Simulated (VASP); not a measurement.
A convergence study with VASP on TiCo (CsCl type): one setting is varied, all else stays as given below, so the limit is that of these other settings. Each run relaxes cell and ions from the cell shown. The basis is that of the starting cell, so low cut-offs carry a Pulay error.

```
CELL_PARAMETERS angstrom
      2.99000     0.00000     0.00000
      0.00000     2.99000     0.00000
      0.00000     0.00000     2.99000
ATOMIC_POSITIONS crystal
  Ti 0.00000 0.00000 0.00000
  Co 0.50000 0.50000 0.50000
```

The numbers are results of PBE GGA, VASP's PBE PAW potentials (set 64) (plane waves; VASP 6.6.1), not measurements. The tightest run used: 700 eV cut-off, 10×10×10 Γ-centred mesh, first-order Methfessel-Paxton smearing of 0.10 eV, potentials Ti_sv Co.

### Question
The settings run are ENCUT = 200; ENCUT = 250; ENCUT = 300; ENCUT = 350; ENCUT = 400; ENCUT = 450; ENCUT = 500; ENCUT = 550; ENCUT = 600; ENCUT = 650; ENCUT = 700. From which on does the relaxed volume stay within 0.02 Å³/atom of the tightest run?

### Answer
From ENCUT = 450 on: it is off by 0.016 there and by no more than 0.02 in any finer run, while ENCUT = 400 is off by 0.050.
```csv
setting,relaxed volume (Å³/atom),E (eV/atom),plane waves,difference judged (Å³/atom)
ENCUT = 200,11.293,-7.9876,182,1.787
ENCUT = 250,12.747,-7.8151,280,0.332
ENCUT = 300,13.075,-7.8132,324,0.005
ENCUT = 350,13.028,-7.8139,432,0.052
ENCUT = 400,13.030,-7.8169,500,0.050
ENCUT = 450,13.063,-7.8191,588,0.016
ENCUT = 500,13.079,-7.8197,697,0.000
ENCUT = 550,13.080,-7.8197,804,0.000
ENCUT = 600,13.077,-7.8197,916,0.003
ENCUT = 650,13.077,-7.8198,1024,0.002
ENCUT = 700,13.079,-7.8200,1141,0.000
```

Left out are rungs that failed or repeat a setting and relaxations that didn't move; long series are thinned to 24 rows.

The compound is TiCo in the CsCl type structure. The run is not spin-polarised, so no magnetic state was tried. The electron count is odd and the run is not spin-polarised, which forces a metal.
